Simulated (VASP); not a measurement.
# Si2Mo: phonons from a supercell

How does the lattice of Si2Mo vibrate? The start is a cell from a database of measured crystal structures.

Calculated with VASP 6.6.1; LDA; plane waves and PAW (Mo_sv, Si).

The database entry behind the starting cell is an old determination (1927), so it need not match the best structure at ambient conditions.

## 1. The structure

The structure is tetragonal, space group I4/mmm (No. 139). Conventional cell: a = 3.200 Å, b = 3.200 Å, c = 7.861 Å, α = 90.00°, β = 90.00°, γ = 90.00°. Nearest to Mo lie 10 Si at 2.62 Å. Si has 5 Si at 2.61 to 2.63 Å and 5 Mo at 2.62 Å nearest. Farther neighbours are not listed.

As a file:

```cif
data_structure
_symmetry_space_group_name_H-M 'I4/mmm'
_symmetry_Int_Tables_number 139
_cell_length_a 3.2000
_cell_length_b 3.2000
_cell_length_c 7.8610
_cell_angle_alpha 90.000
_cell_angle_beta 90.000
_cell_angle_gamma 90.000
_cell_volume 80.50
loop_
_atom_site_label
_atom_site_type_symbol
_atom_site_symmetry_multiplicity
_atom_site_Wyckoff_symbol
_atom_site_fract_x
_atom_site_fract_y
_atom_site_fract_z
_atom_site_occupancy
Mo1 Mo 2 a 0.00000 0.00000 0.00000 1
Si1 Si 4 e 0.50000 0.50000 0.16700 1
```

## 2. Relax the host

Cell and atoms are relaxed first, so that later runs start from this functional's own cell.

Contents of INCAR:

```
SYSTEM = Si2Mo
PREC = Accurate
ENCUT = 350
EDIFF = 1E-06
NELM = 120
ISMEAR = 0
SIGMA = 0.05
LREAL = .FALSE.
ALGO = Normal
GGA = CA
NBANDS = 17
LASPH = .TRUE.
LORBIT = 11
LWAVE = .FALSE.
LCHARG = .FALSE.
KPAR = 4
IBRION = 2
NSW = 40
ISIF = 3
EDIFFG = -0.02
POTIM = 0.4
```

Contents of POSCAR:

```
Si2Mo
1.0
   -1.6000000000      1.6000000000      3.9305000000
    1.6000000000     -1.6000000000      3.9305000000
    1.6000000000      1.6000000000     -3.9305000000
Mo Si
1 2
Direct
    0.0000000000      0.0000000000      0.0000000000
    0.6670000000      0.6670000000      0.0000000000
    0.3330000000      0.3330000000      0.0000000000
```

Contents of KPOINTS:

```
Automatic mesh
0
Gamma
8 8 8
0 0 0
```

The projector-augmented-wave data sets are Mo_sv and Si (LDA family, release 64).

Started as:

```sh
$ mpirun -np 4 vasp_std
```

What it wrote:

```text
[banner, memory and clock lines left out]
running    4 mpi-ranks, on    1 nodes
 distrk:  each k-point on    1 cores,    4 groups
 distr:  one band on    1 cores,    1 groups

 POSCAR found type information on POSCAR MoSi
 POSCAR found :  2 types and       3 ions
 LDA part: xc-table for (Slater(with rela. corr.)+CA(PZ))
 , standard interpolation
 POSCAR, INCAR and KPOINTS ok, starting setup
 FFT: planning ... GRIDC
 FFT: planning ... GRID_SOFT
 FFT: planning ... GRID
 WAVECAR not read
 entering main loop
       N       E                     dE             d eps       ncg     rms          rms(c)
DAV:   1     0.868173464773E+02    0.86817E+02   -0.90615E+03  2070   0.914E+02
DAV:   2    -0.246621280942E+02   -0.11148E+03   -0.10962E+03  2465   0.263E+02
DAV:   3    -0.267181114563E+02   -0.20560E+01   -0.20464E+01  2462   0.327E+01
DAV:   4    -0.267282244628E+02   -0.10113E-01   -0.10109E-01  2445   0.263E+00
DAV:   5    -0.267282926121E+02   -0.68149E-04   -0.68137E-04  2480   0.206E-01    0.219E+01
DAV:   6    -0.259692312850E+02    0.75906E+00   -0.62499E+00  2255   0.173E+01    0.445E+00
DAV:   7    -0.258315395700E+02    0.13769E+00   -0.91442E-01  2229   0.643E+00    0.454E+00
DAV:   8    -0.257924544734E+02    0.39085E-01   -0.10319E-01  2243   0.243E+00    0.347E-01
DAV:   9    -0.257917394741E+02    0.71500E-03   -0.18889E-03  2495   0.350E-01    0.204E-01
DAV:  10    -0.257916100342E+02    0.12944E-03   -0.45647E-04  2277   0.184E-01    0.617E-02
DAV:  11    -0.257916030972E+02    0.69370E-05   -0.69295E-05  2242   0.629E-02    0.172E-02
DAV:  12    -0.257916021629E+02    0.93425E-06   -0.62176E-06  2197   0.150E-02
   1 F= -.25791602E+02 E0= -.25791427E+02  d E =-.257916E+02
 curvature:   0.00 expect dE= 0.000E+00 dE for cont linesearch  0.000E+00
 trial: gam= 0.00000 g(F)=  0.128E-01 g(S)=  0.940E-01 ort = 0.000E+00 (trialstep = 0.100E+01)
 search vector abs. value=  0.107E+00
 bond charge predicted
       N       E                     dE             d eps       ncg     rms          rms(c)
DAV:   1    -0.266915730788E+02   -0.89997E+00   -0.20258E+01  2101   0.471E+01    0.148E+01
DAV:   2    -0.258793952195E+02    0.81218E+00   -0.56408E+00  2118   0.194E+01    0.335E+00
DAV:   3    -0.257976737391E+02    0.81721E-01   -0.33390E-01  2096   0.358E+00    0.107E+00
DAV:   4    -0.257855311238E+02    0.12143E-01   -0.52713E-02  2133   0.214E+00    0.115E+00
DAV:   5    -0.257864096736E+02   -0.87855E-03   -0.14360E-03  2423   0.298E-01    0.460E-01
DAV:   6    -0.257864590029E+02   -0.49329E-04   -0.11828E-03  2203   0.226E-01    0.244E-02
DAV:   7    -0.257864562266E+02    0.27763E-05   -0.28275E-05  2321   0.358E-02    0.163E-02
DAV:   8    -0.257864559959E+02    0.23075E-06   -0.11742E-06  1947   0.647E-03
   2 F= -.25786456E+02 E0= -.25786280E+02  d E =0.514617E-02
[...]
3 F= -.25817911E+02 E0= -.25817736E+02  d E =-.263091E-01
[...]
4 F= -.25817910E+02 E0= -.25817734E+02  d E =-.263079E-01
[...]
5 F= -.25820132E+02 E0= -.25819956E+02  d E =-.222151E-02
[...]
6 F= -.25820277E+02 E0= -.25820102E+02  d E =-.236719E-02
 curvature:  -0.62 expect dE=-0.400E-04 dE for cont linesearch -0.199E-07
 trial: gam=-0.01608 g(F)=  0.111E-05 g(S)=  0.629E-04 ort = 0.115E-04 (trialstep = 0.957E+00)
 search vector abs. value=  0.647E-04
 bond charge predicted
       N       E                     dE             d eps       ncg     rms          rms(c)
DAV:   1    -0.258207541165E+02   -0.47695E-03   -0.10494E-02  2100   0.106E+00    0.289E-01
DAV:   2    -0.258203490129E+02    0.40510E-03   -0.36270E-03  2141   0.471E-01    0.744E-02
DAV:   3    -0.258202839970E+02    0.65016E-04   -0.28395E-04  2104   0.103E-01    0.206E-02
DAV:   4    -0.258202773060E+02    0.66910E-05   -0.31747E-05  2144   0.486E-02    0.170E-02
DAV:   5    -0.258202779348E+02   -0.62882E-06   -0.10933E-06  1373   0.844E-03
   7 F= -.25820278E+02 E0= -.25820102E+02  d E =-.717886E-06
 trial-energy change:   -0.000001  1 .order   -0.000000   -0.000061    0.000061
 step:   0.4808(harm=  0.4808)  dis= 0.00014  next Energy=   -25.820293 (dE=-0.153E-04)
 reached required accuracy - stopping structural energy minimisation
```

Wall time 17 s (4 MPI ranks of Intel Xeon 6975P-C (Granite Rapids), shared host); peak memory 0.58 GiB.

Lines that name or quote the potential files are left out of all logs, and their timing lines are given in words.

From OUTCAR (step 2):

```text
ion  position               nearest neighbor table
   1  0.000  0.000  0.000-   2 2.62   3 2.62   2 2.62   3 2.62   2 2.62   3 2.62   3 2.62   2 2.62
                             2 2.62   3 2.62
   2  0.667  0.667  0.000-   3 2.61   3 2.61   3 2.61   3 2.61   1 2.62   1 2.62   1 2.62   1 2.62
                             1 2.62   3 2.63
   3  0.333  0.333  0.000-   2 2.61   2 2.61   2 2.61   2 2.61   1 2.62   1 2.62   1 2.62   1 2.62
                             1 2.62   2 2.63

  LATTYP: Found a body centered tetragonal cell.
 ALAT       =     3.2000000000
 C/A-ratio  =     2.4565625000

 Subroutine GETGRP returns: Found 16 space group operations
 (whereof 16 operations were pure point group operations)

The static configuration has the point symmetry D_4h.

 Found     59 irreducible k-points:

   k-points           NKPTS =     59   k-points in BZ     NKDIM =     59   number of bands    NBANDS=     17

   dimension x,y,z NGX =    28 NGY =   28 NGZ =   28
   dimension x,y,z NGXF=    56 NGYF=   56 NGZF=   56

   ENCUT  =  350.0 eV  25.72 Ry    5.07 a.u.   6.92  6.92  6.92*2*pi/ulx,y,z

   NELECT =      22.0000    total number of electrons

 k-points in reciprocal lattice and weights: Automatic mesh
   0.00000000  0.00000000  0.00000000       0.002
   0.12500000  0.00000000  0.00000000       0.016
   0.25000000  0.00000000  0.00000000       0.016
   0.37500000  0.00000000 -0.00000000       0.016
   0.50000000  0.00000000  0.00000000       0.008
   0.12500000  0.12500000  0.00000000       0.016
   0.25000000  0.12500000  0.00000000       0.031
   0.37500000  0.12500000  0.00000000       0.031
   0.50000000  0.12500000  0.00000000       0.031
[...]
-0.37500000 -0.37500000  0.37500000       0.004
   0.50000000  0.50000000  0.50000000       0.002

 average (electrostatic) potential at core
       1 -68.7499       2 -78.6301       3 -78.6301

 E-fermi :  12.5443

 k-point     1 :       0.0000    0.0000    0.0000
  band No.  band energies     occupation
    ...
      6       6.0474      2.00000
      7       9.2139      2.00000
      8       9.3775      2.00000
      9       9.9024      2.00000
     10       9.9024      2.00000
     11      12.9646      0.00000
     12      15.7664      0.00000
     13      15.8598      0.00000
     14      16.1549      0.00000
     15      16.1549      0.00000
    ...

 k-point     2 :       0.1250    0.0000    0.0000
  band No.  band energies     occupation
    ...
      7       8.3242      2.00000
      8       9.3976      2.00000
      9      10.0908      2.00000
     10      10.3325      2.00000
     11      12.2139      2.00000
     12      14.9274      0.00000
     13      15.2237      0.00000
     14      16.4121      0.00000
     15      16.8391      0.00000
     16      17.3437      0.00000
    ...

 k-point     3 :       0.2500    0.0000    0.0000
  band No.  band energies     occupation
    ...
      7       7.4612      2.00000
      8       9.1034      2.00000
      9      10.4343      2.00000
     10      10.5058      2.00000
     11      11.2508      2.00000
     12      14.1269      0.00000
     13      14.8548      0.00000
     14      16.8449      0.00000
     15      17.0899      0.00000
     16      18.1471      0.00000
    ...

  Total       -0.0342269     -0.0342269     -0.0518175      0.0000000      0.0000000      0.0000000
  in kB       -1.3980335     -1.3980335     -2.1165409      0.0000000      0.0000000      0.0000000
  external PRESSURE =      -1.6375359 kB  Pullay stress =       0.0000000 kB

  energy-cutoff  :      350.00
  volume of cell :       39.22
      direct lattice vectors                 reciprocal lattice vectors
    -1.587812303  1.587812303  3.889575532     0.000000000  0.314898681  0.128548731
     1.587812303 -1.587812303  3.889575532     0.314898681  0.000000000  0.128548731
     1.587812303  1.587812303 -3.889575532     0.314898681  0.314898681  0.000000000

 POSITION                                       TOTAL-FORCE (eV/Angst)
 -----------------------------------------------------------------------------------
      0.00000      0.00000      0.00000         0.000000      0.000000      0.000000
      0.00000      0.00000      5.17095        -0.000000     -0.000000     -0.005842
      1.58781      1.58781     -1.28137        -0.000000     -0.000000      0.005842
 -----------------------------------------------------------------------------------
    total drift:                                0.000000     -0.000000     -0.000000

  FREE ENERGIE OF THE ION-ELECTRON SYSTEM (eV)
  ---------------------------------------------------
  free  energy   TOTEN  =       -25.8202779348 eV

  energy  without entropy=      -25.8199268380  energy(sigma->0) =      -25.82010239

 reached required accuracy - stopping structural energy minimisation

 total charge
# of ion       s       p       d       tot
------------------------------------------
    1        2.296   6.220   4.256  12.772
    2        0.750   0.904   0.000   1.654
    3        0.750   0.904   0.000   1.654
--------------------------------------------------
tot          3.796   8.028   4.256  16.079

[... 3 further parts left out ...]
```

CONTCAR:

```
Si2Mo
   1.00000000000000
    -1.5878123030518958    1.5878123030518958    3.8895755317249119
     1.5878123030518958   -1.5878123030518958    3.8895755317249119
     1.5878123030518958    1.5878123030518958   -3.8895755317249119
  Mo              Si
     1     2
Direct
     0.0000000000000000    0.0000000000000000    0.0000000000000000
     0.6647188229900718    0.6647188229900718    0.0000000000000000
     0.3352811770099283    0.3352811770099283    1.0000000000000000
```

The run keeps the 16 symmetry operations of its start, so it cannot find a distortion of lower symmetry.

Step by step:

| step | energy less that of the first step (eV) | largest force (eV/Å) | pressure (GPa) | volume (Å³) |
| --- | --- | --- | --- | --- |
| 1 | 0.0000 | 0.4078 | -6.12 | 40.25 |
| 2 | 0.0051 | 0.0385 | 8.41 | 37.91 |
| 3 | -0.0263 | 0.2137 | 0.39 | 39.10 |
| 4 | -0.0263 | 0.2093 | 0.52 | 39.08 |
| 5 | -0.0285 | 0.0484 | 0.22 | 39.15 |
| 6 | -0.0287 | 0.0038 | 0.15 | 39.17 |
| 7 | -0.0287 | 0.0058 | -0.16 | 39.22 |

| conventional cell, symmetrised | before | after | change |
| --- | --- | --- | --- |
| a (Å) | 3.200 | 3.176 | -0.8 % |
| b (Å) | 3.200 | 3.176 | -0.8 % |
| c (Å) | 7.861 | 7.779 | -1.0 % |
| volume (Å³/atom) | 13.42 | 13.07 | -2.5 % |

The atoms that moved most (Å, as changes of fractional coordinates times the final cell):

| atom | dx | dy | dz | length |
| --- | --- | --- | --- | --- |
| Si2 | 0.000 | 0.000 | -0.018 | 0.018 |
| Si3 | 0.000 | 0.000 | 0.018 | 0.018 |

Final coordinates:

```xyz
3
Lattice="-1.5878 1.5878 3.8896 1.5878 -1.5878 3.8896 1.5878 1.5878 -3.8896" Properties=species:S:1:pos:R:3 pbc="T T T"
Mo    0.0000    0.0000    0.0000
Si    0.0000    0.0000    5.1709
Si    0.0000    0.0000    2.6082
```

This step gave:

* electronic cycles: 48
* electrons: 22
* free energy (TOTEN): -25.82 eV
* energy at zero smearing: -25.82 eV
* Fermi energy: 12.54 eV
* pressure: -0.1638 GPa
* labelled metallic, from the levels on this mesh: yes

The run ended after 7 ionic steps, 0.029 eV below its first step, once forces and stress met EDIFFG = -0.02.

(Part 1 of 3 ends here.)

[Lines on the potential files, build, host, timing and source positions are cut from VASP's logs without a mark.]

[Logs are printed without paths, hosts, clocks, repeated set-up lines and the standing remarks that a program may print on its own settings, such as how far it seeks lower states.]

[Hosts, paths, dates, database ids (printed as entryN), source tags and the programs' standing remarks are cut or masked in the printed files.]

[Runs that stopped without an error message from VASP are left out.]
